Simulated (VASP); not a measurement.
Output of a VASP run:

**OSZICAR**
```
       N       E                     dE             d eps       ncg     rms          rms(c)
DAV:   1     0.308197192831E+02    0.30820E+02   -0.38470E+03  3408   0.813E+02
DAV:   2    -0.892941148259E+01   -0.39749E+02   -0.37152E+02  3152   0.181E+02
DAV:   3    -0.941392627245E+01   -0.48451E+00   -0.48407E+00  4592   0.265E+01
DAV:   4    -0.941648284078E+01   -0.25566E-02   -0.25563E-02  3912   0.137E+00
DAV:   5    -0.941650283586E+01   -0.19995E-04   -0.19995E-04  4752   0.774E-02    0.142E+01
RMM:   6    -0.893603096576E+01    0.48047E+00   -0.55677E-01  3120   0.114E+01    0.560E+00
RMM:   7    -0.885368063900E+01    0.82350E-01   -0.27994E-01  3120   0.567E+00    0.159E+00
RMM:   8    -0.885336922734E+01    0.31141E-03   -0.32899E-02  3145   0.266E+00    0.113E+00
RMM:   9    -0.885197566560E+01    0.13936E-02   -0.67214E-03  3145   0.724E-01    0.501E-01
RMM:  10    -0.885083166997E+01    0.11440E-02   -0.53061E-03  3120   0.128E+00    0.837E-02
RMM:  11    -0.885083958383E+01   -0.79139E-05   -0.35942E-04  3188   0.273E-01    0.714E-02
RMM:  12    -0.885084829153E+01   -0.87077E-05   -0.10885E-04  2918   0.883E-02    0.914E-02
RMM:  13    -0.885085142632E+01   -0.31348E-05   -0.15258E-05  2159   0.411E-02
   1 F= -.88508514E+01 E0= -.88508694E+01  d E =-.885085E+01
```

### OUTCAR
```
------------------------ aborting loop because EDIFF is reached ----------------------------------------
  FORCE on cell =-STRESS in cart. coord.  units (eV):
  Direction    XX          YY          ZZ          XY          YZ          ZX
  --------------------------------------------------------------------------------------
  Total        0.0014997      0.0014997      0.0014997      0.0000000      0.0000000      0.0000000
  in kB        0.1655855      0.1655855      0.1655855      0.0000000      0.0000000      0.0000000
  external PRESSURE =       0.1655855 kB  Pullay stress =       0.0000000 kB
  volume of cell :       14.51
      direct lattice vectors                 reciprocal lattice vectors
     0.000000000  1.935914827  1.935914827    -0.258275825  0.258275825  0.258275825
     1.935914827  0.000000000  1.935914827     0.258275825 -0.258275825  0.258275825
     1.935914827  1.935914827  0.000000000     0.258275825  0.258275825 -0.258275825
 POSITION                                       TOTAL-FORCE (eV/Angst)
 -----------------------------------------------------------------------------------
      0.00000      0.00000      0.00000        -0.000000     -0.000000      0.000000
 -----------------------------------------------------------------------------------
    total drift:                               -0.000000     -0.000000     -0.000000
  FREE ENERGIE OF THE ION-ELECTRON SYSTEM (eV)
  ---------------------------------------------------
  free  energy   TOTEN  =        -8.8508514263 eV

  energy  without entropy=       -8.8509054696  energy(sigma->0) =       -8.85086944

 reached required accuracy - stopping structural energy minimisation
```
(Selected blocks of OUTCAR.)

**POSCAR**
```
Ir
1
    0.0000000000     1.9359148273     1.9359148273
    1.9359148273     0.0000000000     1.9359148273
    1.9359148273     1.9359148273     0.0000000000
Ir
1
Direct
  0.0000000000   0.0000000000   0.0000000000
```

Problem. Reconstruct the remaining input files.

Solution. Several could match; the one computed here: the input of the run itself, PBE GGA, plane waves, VASP's PBE PAW potentials (set 64).

INCAR:
```
ALGO=Fast
EDIFF=1E-5
EDIFFG=-0.03
ENCUT=400
GGA=PE
IBRION=2
ISIF=2
ISMEAR=1
LASPH=.TRUE.
LCHARG=.FALSE.
LMAXMIX=6
LREAL=.FALSE.
LWAVE=.FALSE.
NELM=100
NELMIN=4
NSW=20
PREC=Normal
SIGMA=0.1
SYSTEM=Ir
```

**KPOINTS**
```
Automatic mesh
0
Gamma
18 18 18
0 0 0
```

POTCAR, in this order: Ir (PBE.64 set). Program: vasp_std.

The compound is Ir in the fcc structure. It was relaxed first.
